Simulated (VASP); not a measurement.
Output of a VASP run:

File OUTCAR:
```
 ion  position               nearest neighbor table
   1  0.000  0.000  0.000-
  LATTYP: Found a face centered cubic cell.
 ALAT       =     3.5332806252
 Subroutine PRICEL returns:
 Original cell was already a primitive cell.
 Subroutine GETGRP returns: Found 48 space group operations
The static configuration has the point symmetry O_h .
The dynamic configuration has the point symmetry O_h .
 Subroutine INISYM returns: Found 48 space group operations
 Subroutine IBZKPT returns following result:
 Found    195 irreducible k-points:

 Following reciprocal coordinates:
            Coordinates               Weight
  0.000000  0.000000  0.000000      1.000000
  0.055556  0.000000  0.000000      8.000000
  0.111111  0.000000  0.000000      8.000000
  0.166667  0.000000  0.000000      8.000000
  0.222222  0.000000  0.000000      8.000000
  0.277778  0.000000  0.000000      8.000000
  0.333333  0.000000  0.000000      8.000000
  0.388889  0.000000  0.000000      8.000000
  0.444444  0.000000  0.000000      8.000000
  0.500000  0.000000  0.000000      4.000000
  0.055556  0.055556  0.000000      6.000000
  0.111111  0.055556  0.000000     24.000000
  0.166667  0.055556  0.000000     24.000000
  0.222222  0.055556  0.000000     24.000000
  0.277778  0.055556  0.000000     24.000000
  0.333333  0.055556  0.000000     24.000000
  0.388889  0.055556  0.000000     24.000000
  0.444444  0.055556  0.000000     24.000000
  0.500000  0.055556  0.000000     24.000000
 -0.444444  0.055556  0.000000     24.000000
 -0.388889  0.055556  0.000000     24.000000
 -0.333333  0.055556  0.000000     24.000000
 -0.277778  0.055556  0.000000     24.000000
 -0.222222  0.055556  0.000000     24.000000
 -0.166667  0.055556  0.000000     24.000000
 -0.111111  0.055556  0.000000     24.000000
 -0.055556  0.055556  0.000000     12.000000
  0.111111  0.111111  0.000000      6.000000
  0.166667  0.111111  0.000000     24.000000
  0.222222  0.111111  0.000000     24.000000
  0.277778  0.111111  0.000000     24.000000
  0.333333  0.111111  0.000000     24.000000
  0.388889  0.111111  0.000000     24.000000
  0.444444  0.111111  0.000000     24.000000
  0.500000  0.111111  0.000000     24.000000
 -0.444444  0.111111  0.000000     24.000000
 -0.388889  0.111111  0.000000     24.000000
 -0.333333  0.111111  0.000000     24.000000
 -0.277778  0.111111  0.000000     24.000000
 -0.222222  0.111111  0.000000     24.000000
   k-points           NKPTS =    195   k-points in BZ     NKDIM =    195   number of bands    NBANDS=      9
   number of dos      NEDOS =    301   number of ions     NIONS =      1
   total plane-waves  NPLWV =   5832
   dimension x,y,z NGX =    18 NGY =   18 NGZ =   18
   dimension x,y,z NGXF=    36 NGYF=   36 NGZF=   36
   ions per type =               1
   PREC   = accura    normal or accurate (medium, high low for compatibility)
   ISTART =      0    job   : 0-new  1-cont  2-samecut
   ICHARG =      2    charge: 1-file 2-atom 10-const
   ISPIN  =      1    spin polarized calculation?
   LNONCOLLINEAR =      F non collinear calculations
   LSORBIT =      F    spin-orbit coupling
   INIWAV =      1    electr: 0-lowe 1-rand  2-diag
   ENCUT  =  500.0 eV  36.75 Ry    6.06 a.u.   4.56  4.56  4.56*2*pi/ulx,y,z
   NELM   =    100;   NELMIN=  2; NELMDL= -5     # of ELM steps
   EDIFF  = 0.1E-05   stopping-criterion for ELM
   LREAL  =      F    real-space projection
   NLSPLINE    = F    spline interpolate recip. space projectors
   LMAXMIX     =    4 max onsite mixed and CHGCAR
   VOSKOWN=      0    Vosko Wilk Nusair interpolation
   EDIFFG = -.2E-01   stopping-criterion for IOM
   NSW    =     40    number of steps for IOM
   NBLOCK =      1;   KBLOCK =     40    inner block; outer block
   IBRION =      2    ionic relax: 0-MD 1-quasi-New 2-CG
   NFREE  =      1    steps in history (QN), initial steepest desc. (CG)
...
```

OSZICAR:
```
       N       E                     dE             d eps       ncg     rms          rms(c)
DAV:   1     0.345896661943E+02    0.34590E+02   -0.56315E+03  3616   0.204E+03
DAV:   2    -0.500601685984E+01   -0.39596E+02   -0.37495E+02  3514   0.196E+02
DAV:   3    -0.540703204388E+01   -0.40102E+00   -0.39937E+00  4195   0.286E+01
DAV:   4    -0.540986762045E+01   -0.28356E-02   -0.28353E-02  4271   0.213E+00
DAV:   5    -0.540989623187E+01   -0.28611E-04   -0.28610E-04  4164   0.175E-01    0.844E+00
DAV:   6    -0.470582584235E+01    0.70407E+00   -0.19198E+01  3690   0.104E+02    0.394E+00
DAV:   7    -0.431816359212E+01    0.38766E+00   -0.27885E+00  3735   0.391E+01    0.623E-01
DAV:   8    -0.430385597433E+01    0.14308E-01   -0.54518E-03  3872   0.127E+00    0.294E-01
DAV:   9    -0.430228070953E+01    0.15753E-02   -0.94222E-03  3984   0.207E+00    0.233E-02
DAV:  10    -0.430228862189E+01   -0.79124E-05   -0.39634E-05  4969   0.131E-01    0.462E-03
DAV:  11    -0.430228959303E+01   -0.97114E-06   -0.46570E-07  2523   0.982E-03
   1 F= -.39581506E+01 E0= -.39581438E+01  d E =-.395815E+01
       N       E                     dE             d eps       ncg     rms          rms(c)
DAV:   1    -0.430567247670E+01   -0.33839E-02   -0.44940E-02  3682   0.552E+00    0.396E-01
DAV:   2    -0.430409213153E+01    0.15803E-02   -0.33687E-02  3681   0.421E+00    0.152E-01
DAV:   3    -0.430341981811E+01    0.67231E-03   -0.51415E-03  3657   0.169E+00    0.561E-02
DAV:   4    -0.430335666074E+01    0.63157E-04   -0.84821E-05  4711   0.121E-01    0.276E-03
DAV:   5    -0.430335689331E+01   -0.23258E-06   -0.38033E-07  2195   0.108E-02
   2 F= -.39581348E+01 E0= -.39581259E+01  d E =0.158286E-04
```

**OUTCAR**
```
------------------------ aborting loop because EDIFF is reached ----------------------------------------
  FORCE on cell =-STRESS in cart. coord.  units (eV):
  Direction    XX          YY          ZZ          XY          YZ          ZX
  --------------------------------------------------------------------------------------
  Total        0.3257827      0.3257827      0.3257827     -0.0000000     -0.0000000      0.0000000
  in kB       47.1845097     47.1845097     47.1845097     -0.0000000     -0.0000000      0.0000000
  external PRESSURE =      -2.8154903 kB  Pullay stress =      50.0000000 kB
  volume of cell :       11.06
      direct lattice vectors                 reciprocal lattice vectors
     0.000000000  1.768491789  1.768491789    -0.282726786  0.282726786  0.282726786
     1.768491789  0.000000000  1.768491789     0.282726786 -0.282726786  0.282726786
     1.768491789  1.768491789 -0.000000000     0.282726786  0.282726786 -0.282726786
 POSITION                                       TOTAL-FORCE (eV/Angst)
 -----------------------------------------------------------------------------------
      0.00000      0.00000      0.00000        -0.000000      0.000000      0.000000
 -----------------------------------------------------------------------------------
    total drift:                                0.000000     -0.000000     -0.000000
  FREE ENERGIE OF THE ION-ELECTRON SYSTEM (eV)
  ---------------------------------------------------
  free  energy   TOTEN  =        -4.3033568933 eV

  energy  without entropy=       -4.3033300949  energy(sigma->0) =       -4.30334796
  enthalpy is  TOTEN    =        -3.9581348166 eV   P V=        0.3452220767

 reached required accuracy - stopping structural energy minimisation
```
(Selected blocks of OUTCAR.)

**POSCAR**
```
Cu
1
    0.0000000000     1.7666403126     1.7666403126
    1.7666403126    -0.0000000000     1.7666403126
    1.7666403126     1.7666403126    -0.0000000000
Cu
1
Direct
  0.0000000000   0.0000000000   0.0000000000
```

Task: Reconstruct the remaining input files.

Result: One answer among several that fit: the input of the run itself, PBEsol GGA, plane waves, VASP's PBE PAW potentials (set 64).

File KPOINTS:
```
Automatic mesh
0
Gamma
18 18 18
0 0 0
```

INCAR:
```
SYSTEM = Cu
PREC = Accurate; ENCUT = 500; LREAL = .FALSE.
LASPH = .TRUE.
EDIFF = 1E-6; NELM = 100; ALGO = Normal
LMAXMIX = 4
ISMEAR = 1; SIGMA = 0.1
GGA = PS
IBRION = 2; NSW = 40; ISIF = 3
EDIFFG = -0.02; PSTRESS = 50
LWAVE = .FALSE.; LCHARG = .FALSE.
```

POTCAR, in this order: Cu (PBE.64 set). Program: vasp_std.

The compound is Cu in the fcc structure. This run relaxes it under an external pressure of 5 GPa. Symmetry was kept, so distortions that lower it aren't found.
